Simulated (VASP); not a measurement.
Runs of VASP 6.6.1 on F2. The cell holds a molecule in a box, 2 atoms: a = 11.000 Å, b = 10.000 Å, c = 10.000 Å, α = 90.00°, β = 90.00°, γ = 90.00°. 

```csv
task,level,potentials or basis,cell,cutoff (eV),grid for exact exchange (PRECFOCK),exchange at q = 0,gap on the mesh (eV),largest force (eV/Å)
atomic charges,PBE+TS,"VASP PAW PBE potentials, release 64 (F)",as given,520,-,-,4.04,1.97
relaxation of the atoms,BLYP,"VASP PAW PBE potentials, release 64 (F_s)",atoms relaxed,400,-,-,2.90,-
electron localisation function,PBE,"VASP PAW PBE potentials, release 64 (F)",as given,520,-,-,4.04,1.97
single point,TPSS+TS,"VASP PAW PBE potentials, release 64 (F)",as given,520,-,-,4.45,(b)
single point,PBE0+D4,"VASP PAW PBE potentials, release 64 (F)",as given,520,Fast,default,8.25,0.61
single point,LDA,"VASP PAW LDA potentials, release 64 (F)",as given,520,-,-,(a),0.98
```

Alike in all rows: no spin polarisation; k mesh 1 × 1 × 1; smearing gaussian 0.01 eV.

Question: Estimate the missing entries.

Answer: (a) 3.82; (b) 2.43.

Caveats: the PAW data sets were made with another functional, which shifts forces and pressure a little (some runs).

A k mesh can miss the band edges.

Not every run made on this cell is shown here.
